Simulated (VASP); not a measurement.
Consider the following.

```yaml
crystal:
  lattice:
    - [1.79056, -3.10135, 0.00000]
    - [1.79056, 3.10135, 0.00000]
    - [0.00000, 0.00000, 5.51287]
  atoms:
    - { symbol: Ho, position: [0.33333, 0.66667, 0.25000] }
    - { symbol: Ho, position: [0.66667, 0.33333, 0.75000] }
```

The numbers are results of PBE GGA with D4 dispersion, VASP's PBE PAW potentials (set 64) (plane waves; VASP), not measurements. Run with 520 eV cut-off, Gaussian smearing of 0.050 eV, potentials Ho_3.

The 4f electrons are frozen in the core of the lanthanide potential, so 4f levels, which can set the real gap, and their magnetism are missing.

Task: Give the energies of bands 7 to 12 at the high-symmetry points, in eV from the Fermi level.

Result: 
| band | Γ | M | K | A | L | H |
|---|---|---|---|---|---|---|
| 7 | -5.32 | -2.01 | -0.90 | -3.65 | -1.97 | -0.59 |
| 8 | -2.20 | -1.42 | -0.79 | -3.65 | -1.97 | -0.59 |
| 9 | 1.33 | -0.93 | -0.79 | 1.12 | 0.10 | -0.42 |
| 10 | 1.87 | -0.05 | -0.46 | 1.12 | 0.10 | -0.42 |
| 11 | 1.87 | 1.50 | 1.25 | 1.75 | 1.63 | 0.55 |
| 12 | 2.44 | 1.70 | 1.25 | 1.75 | 1.63 | 0.55 |

It has no gap at this level: it comes out as a metal or semimetal.

The compound is Ho in the hcp structure. It was relaxed first.
